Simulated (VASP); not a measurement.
Computed with PBE GGA, VASP's PBE PAW potentials (set 64) (plane waves; VASP 6.6.1).

The input files of a VASP run:

POSCAR:
```
InP
1
    0.0000000000     2.9519750000     2.9519750000
    2.9519750000     0.0000000000     2.9519750000
    2.9519750000     2.9519750000     0.0000000000
In P
1 1
Direct
  0.0000000000   0.0000000000   0.0000000000
  0.2500000000   0.2500000000   0.2500000000
```

INCAR:
```
ISIF = 3   ! ions, shape and volume
LMAXMIX = 4   ! l cut-off of mixed one-centre charges
PREC = Accurate
SIGMA = 0.05
SYSTEM = InP
LWAVE = .FALSE.
LASPH = .TRUE.   ! aspherical one-centre terms
ISMEAR = 0
EDIFFG = -0.01   ! ionic stop
IBRION = 2   ! conjugate gradients
LCHARG = .FALSE.
GGA = PE
LREAL = .FALSE.
ENCUT = 400   ! plane-wave cut-off (eV)
EDIFF = 1E-6   ! SCF stop (eV)
ALGO = Normal   ! blocked Davidson
NSW = 60
NELM = 100
```

### KPOINTS
```
kpoints
0
Gamma
7 7 7
```

POTCAR, in this order: In_d P (PBE.64 set). Program: vasp_std.

Output

OUTCAR:
```
 ion  position               nearest neighbor table
   1  0.000  0.000  0.000-   2 2.56   2 2.56   2 2.56   2 2.56
   2  0.250  0.250  0.250-   1 2.56   1 2.56   1 2.56   1 2.56
  LATTYP: Found a face centered cubic cell.
 ALAT       =     5.9039500000
 Subroutine PRICEL returns:
 Original cell was already a primitive cell.
 Subroutine GETGRP returns: Found 24 space group operations
The static configuration has the point symmetry T_d .
The dynamic configuration has the point symmetry T_d .
 Subroutine INISYM returns: Found 24 space group operations
 Subroutine IBZKPT returns following result:
 Found     20 irreducible k-points:

 Following reciprocal coordinates:
            Coordinates               Weight
  0.000000  0.000000  0.000000      1.000000
  0.142857  0.000000  0.000000      8.000000
  0.285714  0.000000  0.000000      8.000000
  0.428571  0.000000  0.000000      8.000000
  0.142857  0.142857  0.000000      6.000000
  0.285714  0.142857  0.000000     24.000000
  0.428571  0.142857  0.000000     24.000000
 -0.428571  0.142857  0.000000     24.000000
 -0.285714  0.142857  0.000000     24.000000
 -0.142857  0.142857  0.000000     12.000000
  0.285714  0.285714  0.000000      6.000000
  0.428571  0.285714  0.000000     24.000000
 -0.428571  0.285714  0.000000     24.000000
 -0.285714  0.285714  0.000000     12.000000
  0.428571  0.428571  0.000000      6.000000
 -0.428571  0.428571  0.000000     12.000000
  0.428571  0.285714  0.142857     24.000000
 -0.428571  0.285714  0.142857     48.000000
 -0.428571  0.428571  0.142857     24.000000
 -0.285714  0.428571  0.142857     24.000000
   k-points           NKPTS =     20   k-points in BZ     NKDIM =     20   number of bands    NBANDS=     13
   number of dos      NEDOS =    301   number of ions     NIONS =      2
   total plane-waves  NPLWV =  21952
   dimension x,y,z NGX =    28 NGY =   28 NGZ =   28
   dimension x,y,z NGXF=    56 NGYF=   56 NGZF=   56
   ions per type =               1   1
   PREC   = accura    normal or accurate (medium, high low for compatibility)
   ISTART =      0    job   : 0-new  1-cont  2-samecut
   ICHARG =      2    charge: 1-file 2-atom 10-const
   ISPIN  =      1    spin polarized calculation?
   LNONCOLLINEAR =      F non collinear calculations
   LSORBIT =      F    spin-orbit coupling
   INIWAV =      1    electr: 0-lowe 1-rand  2-diag
   ENCUT  =  400.0 eV  29.40 Ry    5.42 a.u.   6.81  6.81  6.81*2*pi/ulx,y,z
   NELM   =    100;   NELMIN=  2; NELMDL= -5     # of ELM steps
   EDIFF  = 0.1E-05   stopping-criterion for ELM
   LREAL  =      F    real-space projection
   NLSPLINE    = F    spline interpolate recip. space projectors
   LMAXMIX     =    4 max onsite mixed and CHGCAR
   VOSKOWN=      0    Vosko Wilk Nusair interpolation
   EDIFFG = -.1E-01   stopping-criterion for IOM
   NSW    =     60    number of steps for IOM
   NBLOCK =      1;   KBLOCK =     60    inner block; outer block
   IBRION =      2    ionic relax: 0-MD 1-quasi-New 2-CG
   NFREE  =      1    steps in history (QN), initial steepest desc. (CG)
   ISIF   =      3    stress and relaxation
   ISYM   =      2    0-nonsym 1-usesym 2-fastsym
   TEIN   =    0.0    initial temperature
   TEBEG  =    0.0;   TEEND  =   0.0 temperature during run
   SMASS  =  -3.00    Nose mass-parameter (am)
   PSTRESS=    0.0 pullay stress
   NELECT =      18.0000    total number of electrons
   EFERMI =   0.00;   METHOD = LEGACY
   ISMEAR =     0;   SIGMA  =   0.05  broadening in eV -4-tet -1-fermi 0-gaus
   IALGO  =     38    algorithm
   LDIAG  =      T    sub-space diagonalisation (order eigenvalues)
   IMIX   =      4    mixing-type and parameters
     AMIX     =   0.40;   BMIX     =  1.00
     AMIX_MAG =   1.60;   BMIX_MAG =  1.00
...
```

File OSZICAR:
```
       N       E                     dE             d eps       ncg     rms          rms(c)
DAV:   1     0.103127554716E+03    0.10313E+03   -0.76015E+03   520   0.129E+03
DAV:   2    -0.143314437045E+01   -0.10456E+03   -0.10106E+03   550   0.293E+02
DAV:   3    -0.862191985705E+01   -0.71888E+01   -0.71457E+01   680   0.851E+01
DAV:   4    -0.879983922044E+01   -0.17792E+00   -0.17783E+00   602   0.153E+01
DAV:   5    -0.880948605796E+01   -0.96468E-02   -0.96465E-02   774   0.300E+00    0.550E+00
DAV:   6    -0.842027725149E+01    0.38921E+00   -0.74632E-01   758   0.155E+01    0.339E+00
DAV:   7    -0.839432767849E+01    0.25950E-01   -0.19782E-01   718   0.380E+00    0.123E+00
DAV:   8    -0.839462168109E+01   -0.29400E-03   -0.16444E-02   652   0.187E+00    0.370E-01
DAV:   9    -0.839538085980E+01   -0.75918E-03   -0.23510E-03   648   0.722E-01    0.198E-01
DAV:  10    -0.839542217145E+01   -0.41312E-04   -0.21013E-04   693   0.124E-01    0.138E-01
DAV:  11    -0.839547294763E+01   -0.50776E-04   -0.39300E-05   585   0.479E-02    0.477E-02
DAV:  12    -0.839548780551E+01   -0.14858E-04   -0.45197E-05   608   0.118E-01    0.223E-02
DAV:  13    -0.839548798877E+01   -0.18325E-06   -0.20326E-06   523   0.147E-02
   1 F= -.83954880E+01 E0= -.83954880E+01  d E =-.839549E+01
       N       E                     dE             d eps       ncg     rms          rms(c)
DAV:   1    -0.864277897885E+01   -0.24729E+00   -0.64626E+00   660   0.581E+01    0.313E+00
DAV:   2    -0.843982932996E+01    0.20295E+00   -0.40850E-01   670   0.155E+01    0.119E+00
DAV:   3    -0.840198182033E+01    0.37848E-01   -0.12478E-01   665   0.802E+00    0.638E-01
DAV:   4    -0.840197583386E+01    0.59865E-05   -0.49297E-03   545   0.755E-01    0.498E-01
DAV:   5    -0.840122700253E+01    0.74883E-03   -0.57393E-04   598   0.264E-01    0.220E-01
DAV:   6    -0.840110460992E+01    0.12239E-03   -0.25148E-04   742   0.166E-01    0.232E-02
DAV:   7    -0.840110560307E+01   -0.99315E-06   -0.24651E-05   619   0.595E-02    0.831E-03
DAV:   8    -0.840110755918E+01   -0.19561E-05   -0.28495E-06   592   0.286E-02    0.454E-03
DAV:   9    -0.840110725005E+01    0.30913E-06   -0.22156E-07   295   0.564E-03
   2 F= -.84011073E+01 E0= -.84011072E+01  d E =-.561926E-02
       N       E                     dE             d eps       ncg     rms          rms(c)
DAV:   1    -0.842858932829E+01   -0.27482E-01   -0.64838E-01   650   0.173E+01    0.108E+00
DAV:   2    -0.840642804029E+01    0.22161E-01   -0.47370E-02   655   0.561E+00    0.374E-01
DAV:   3    -0.840275755468E+01    0.36705E-02   -0.11329E-02   670   0.245E+00    0.222E-01
DAV:   4    -0.840274728007E+01    0.10275E-04   -0.44711E-04   553   0.218E-01    0.164E-01
DAV:   5    -0.840270485782E+01    0.42422E-04   -0.62950E-05   681   0.854E-02    0.557E-02
DAV:   6    -0.840271254552E+01   -0.76877E-05   -0.22964E-05   800   0.588E-02    0.148E-02
DAV:   7    -0.840270938158E+01    0.31639E-05   -0.25491E-06   547   0.183E-02    0.329E-03
DAV:   8    -0.840270890158E+01    0.48000E-06   -0.13048E-07   275   0.381E-03
   3 F= -.84027089E+01 E0= -.84027089E+01  d E =-.722091E-02
```

**OUTCAR**
```
------------------------ aborting loop because EDIFF is reached ----------------------------------------
  FORCE on cell =-STRESS in cart. coord.  units (eV):
  Direction    XX          YY          ZZ          XY          YZ          ZX
  --------------------------------------------------------------------------------------
  Total        0.0020174      0.0020174      0.0020174     -0.0000000      0.0000000     -0.0000000
  in kB        0.0611740      0.0611740      0.0611740     -0.0000000      0.0000000     -0.0000000
  external PRESSURE =       0.0611740 kB  Pullay stress =       0.0000000 kB
  volume of cell :       52.84
      direct lattice vectors                 reciprocal lattice vectors
     0.000000000  2.978276282  2.978276282    -0.167882343  0.167882343  0.167882343
     2.978276282 -0.000000000  2.978276282     0.167882343 -0.167882343  0.167882343
     2.978276282  2.978276282  0.000000000     0.167882343  0.167882343 -0.167882343
  FREE ENERGIE OF THE ION-ELECTRON SYSTEM (eV)
  ---------------------------------------------------
  free  energy   TOTEN  =        -8.4027089016 eV

  energy  without entropy=       -8.4027089016  energy(sigma->0) =       -8.40270890

 reached required accuracy - stopping structural energy minimisation
```
(Selected blocks of OUTCAR.)

### CONTCAR
```
InP
   1.00000000000000
     0.0000000000000000    2.9782762820338706    2.9782762820338706
     2.9782762820338706   -0.0000000000000000    2.9782762820338706
     2.9782762820338706    2.9782762820338706    0.0000000000000000
  In              P
     1     1
Direct
     0.0000000000000000    0.0000000000000000    0.0000000000000000
     0.2500000000000000    0.2500000000000000    0.2500000000000000
```

Energy and stress use the plane-wave basis of the starting cell.

The structure comes from a computed database's InP entry (F-43m); how it stands against other phases isn't given here. This run relaxes it. Symmetry was kept, so distortions that lower it aren't found.
